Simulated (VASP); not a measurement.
Given:

```
CELL_PARAMETERS angstrom
      4.27861     0.00000     0.00000
      0.00000     4.27861     0.00000
      0.00000     0.00000     2.75521
ATOMIC_POSITIONS crystal
  Mn 0.00000 0.00000 0.00000
  Mn 0.50000 0.50000 0.50000
  O  0.30085 0.30085 0.00000
  O  0.80085 0.19915 0.50000
  O  0.19915 0.80085 0.50000
  O  0.69915 0.69915 0.00000
```
Starting moments (μB, in the order of the record's atoms Mn Mn O O O O): 2.1 -2.1 0.0 0.0 0.0 0.0.

Method: LDA (Ceperley-Alder, Perdew-Zunger), VASP's LDA PAW potentials (set 64) (plane waves; VASP). Settings: 620 eV cut-off, 7×7×11 Γ-centred mesh, first-order Methfessel-Paxton smearing of 0.10 eV, potentials Mn_pv O.

Energy and stress use the plane-wave basis of the starting cell.

### Question
The ions, cell shape and volume at an external pressure of 20.0 GPa are relaxed. Predict the relaxed structure.

### Answer

```
CELL_PARAMETERS angstrom
      4.23389     0.00000     0.00000
      0.00000     4.23389     0.00000
      0.00000     0.00000     2.73135
ATOMIC_POSITIONS crystal
  Mn 0.00000 0.00000 0.00000
  Mn 0.50000 0.50000 0.50000
  O  0.30018 0.30018 0.00000
  O  0.80018 0.19982 0.50000
  O  0.19982 0.80018 0.50000
  O  0.69982 0.69982 0.00000
```
Space group P4_2/mnm (136), at a tolerance of 0.03 Å. The cell ends with 0.00 μB, on the sites 1.94 -1.94 -0.03 0.03 0.03 -0.03 μB.

### Question
How do energy and volume change from the first to the last step?

### Answer
The energy (σ→0) changes by +23.0 meV/atom and the volume by -2.9 %, in 6 ionic steps.

The compound is MnO2 in the rutile structure. This run relaxes it under an external pressure of 20 GPa. Symmetry was kept, so distortions that lower it aren't found.
